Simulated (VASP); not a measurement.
Output of a VASP run:

**OSZICAR**
```
       N       E                     dE             d eps       ncg     rms          rms(c)
DAV:   1     0.146571553792E+02    0.14657E+02   -0.37981E+03   560   0.879E+02
DAV:   2    -0.108660834207E+02   -0.25523E+02   -0.24126E+02   864   0.105E+02
DAV:   3    -0.112615771388E+02   -0.39549E+00   -0.39549E+00   632   0.177E+01
DAV:   4    -0.112623914072E+02   -0.81427E-03   -0.81427E-03   832   0.794E-01
DAV:   5    -0.112623916725E+02   -0.26534E-06   -0.26534E-06   648   0.124E-02    0.472E+00
DAV:   6    -0.107892789161E+02    0.47311E+00   -0.15881E+00   576   0.637E+00    0.239E+00
DAV:   7    -0.107498526532E+02    0.39426E-01   -0.18105E-01   808   0.257E+00    0.950E-01
DAV:   8    -0.107478000992E+02    0.20526E-02   -0.19298E-02   592   0.106E+00    0.110E-01
DAV:   9    -0.107484343466E+02   -0.63425E-03   -0.84575E-04   760   0.225E-01    0.594E-02
DAV:  10    -0.107488038358E+02   -0.36949E-03   -0.65876E-04   696   0.196E-01    0.183E-02
DAV:  11    -0.107488158510E+02   -0.12015E-04   -0.40243E-05   856   0.470E-02    0.122E-02
DAV:  12    -0.107488167844E+02   -0.93341E-06   -0.50498E-06   560   0.195E-02
   1 F= -.10748817E+02 E0= -.10748817E+02  d E =-.107488E+02
```

**OUTCAR**
```
------------------------ aborting loop because EDIFF is reached ----------------------------------------
  FORCE on cell =-STRESS in cart. coord.  units (eV):
  Direction    XX          YY          ZZ          XY          YZ          ZX
  --------------------------------------------------------------------------------------
  Total       -0.0011136     -0.0011136     -0.0011136      0.0000000      0.0000000      0.0000000
  in kB       -0.0626639     -0.0626639     -0.0626639      0.0000000      0.0000000      0.0000000
  external PRESSURE =      -0.0626639 kB  Pullay stress =       0.0000000 kB
  volume of cell :       28.47
      direct lattice vectors                 reciprocal lattice vectors
     0.000000000  2.423595011  2.423595011    -0.206305095  0.206305095  0.206305095
     2.423595011  0.000000000  2.423595011     0.206305095 -0.206305095  0.206305095
     2.423595011  2.423595011  0.000000000     0.206305095  0.206305095 -0.206305095
  FREE ENERGIE OF THE ION-ELECTRON SYSTEM (eV)
  ---------------------------------------------------
  free  energy   TOTEN  =       -10.7488167844 eV

  energy  without entropy=      -10.7488167844  energy(sigma->0) =      -10.74881678

 reached required accuracy - stopping structural energy minimisation
```
(Selected blocks of OUTCAR.)

File POSCAR:
```
BAs
1
   -0.0000000000     2.4235950113     2.4235950113
    2.4235950113    -0.0000000000     2.4235950113
    2.4235950113     2.4235950113     0.0000000000
B As
1 1
Direct
  0.0000000000   0.0000000000   0.0000000000
  0.2500000000   0.2500000000   0.2500000000
```

Problem. Write an INCAR and KPOINTS that could have produced this output.

Solution. One answer among several that fit: the input of the run itself, RPBE GGA, plane waves, VASP's PBE PAW potentials (set 64).

### KPOINTS
```
kpoints
0
gamma
 9 9 9
0 0 0
```

**INCAR**
```
SYSTEM = BAs
PREC = Accurate
ENCUT = 520
EDIFF = 1E-6
NELM = 100
ALGO = Normal
LREAL = .FALSE.
LASPH = .TRUE.
ISMEAR = 0
SIGMA = 0.05
GGA = RP
LMAXMIX = 4
LWAVE = .FALSE.
LCHARG = .FALSE.
IBRION = 2
ISIF = 3
NSW = 60
EDIFFG = -0.01
```

POTCAR, in this order: B As (PBE.64 set). Program: vasp_std.

The compound is BAs in the zinc blende structure. It was relaxed first. The start is the result of an earlier pass.
